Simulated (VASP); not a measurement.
A convergence study with VASP on VN (rock salt): one setting is varied, all else stays as given below, so the limit is that of these other settings. Each run relaxes cell and ions from the cell shown. The basis is that of the starting cell, so low cut-offs carry a Pulay error.

```yaml
crystal:
  lattice:
    - [0.00000, 2.07000, 2.07000]
    - [2.07000, 0.00000, 2.07000]
    - [2.07000, 2.07000, 0.00000]
  atoms:
    - { symbol: V, position: [0.00000, 0.00000, 0.00000] }
    - { symbol: N, position: [0.50000, 0.50000, 0.50000] }
```

These are PBE GGA, VASP's PBE PAW potentials (set 64) (plane waves; VASP) values and carry that method's errors. The tightest run used: 800 eV cut-off, 13×13×13 Γ-centred mesh, first-order Methfessel-Paxton smearing of 0.10 eV, potentials V_sv N.

The settings run are ENCUT = 250; ENCUT = 300; ENCUT = 350; ENCUT = 400; ENCUT = 450; ENCUT = 500; ENCUT = 550; ENCUT = 600; ENCUT = 650; ENCUT = 700; ENCUT = 750; ENCUT = 800. From which on does the relaxed volume stay within 0.05 Å³/atom of the tightest run?…

From ENCUT = 450 on: it is off by 0.041 there and by no more than 0.05 in any finer run, while ENCUT = 400 is off by 0.131.
```tsv
setting	relaxed volume (Å³/atom)	E (eV/atom)	plane waves	difference judged (Å³/atom)
ENCUT = 250	7.804	-9.9100	169	0.937
ENCUT = 300	8.238	-9.7131	218	0.504
ENCUT = 350	8.474	-9.6673	277	0.268
ENCUT = 400	8.611	-9.6562	332	0.131
ENCUT = 450	8.701	-9.6533	391	0.041
ENCUT = 500	8.736	-9.6521	465	0.006
ENCUT = 550	8.740	-9.6521	533	0.002
ENCUT = 600	8.735	-9.6529	609	0.007
ENCUT = 650	8.732	-9.6539	684	0.010
ENCUT = 700	8.734	-9.6547	757	0.008
ENCUT = 750	8.738	-9.6551	869	0.003
ENCUT = 800	8.742	-9.6553	941	0.000
```

VASP warned of too few bands at ENCUT = 250; ENCUT = 300; ENCUT = 350; ENCUT = 400; ENCUT = 450; ENCUT = 500; ENCUT = 550; ENCUT = 600; ENCUT = 650; ENCUT = 700; ENCUT = 750; ENCUT = 800.

Left out are rungs that failed or repeat a setting and relaxations that didn't move; long series are thinned to 24 rows.

The compound is VN in the rock salt structure, which distorts at low temperature. The run is not spin-polarised, so no magnetic state was tried. VASP warned that the highest band is occupied, so more bands are needed.
